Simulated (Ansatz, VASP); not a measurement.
**HfOs: VASP beside Ansatz**

```
Hf Os
1.0
     3.24976    0.00000    0.00000
     0.00000    3.24976    0.00000
     0.00000    0.00000    3.24976
Hf Os
1 1
Direct
  0.00000 0.00000 0.00000
  0.50000 0.50000 0.50000
```

Change from the starting cell: volume scaled by 1.01, crystal datasets.

Alike in both runs: task electric field gradients; functional PBEsol; k mesh 10 × 10 × 10; occupations fermi-dirac, width 0.05 eV; no spin polarisation.

```csv
,VASP,Ansatz
version,VASP 6.6.1,Ansatz 0.2.0
potentials or method,"VASP PAW PBE potentials, release 64 (Hf_pv, Os), cutoff 520 eV","all-electron PAW with datasets made for the crystal, scalar-relativistic"
```

```tsv
	VASP	Ansatz	Ansatz less VASP
pressure (GPa)	-6.7	-5.7	+1.00
Vzz of the field gradient on the site that differs most (V/Å²)	0.0	0.0	0.00
```

Ansatz ran all-electron here, so the differences hold the error of VASP's frozen core and of both bases. Ansatz warned: «gradients_without_spin_orbit».

Caveats: the PAW data sets were made with another functional, which shifts forces and pressure a little (VASP). The runs have no spin-orbit coupling, so splittings on Hf, Os are missing.
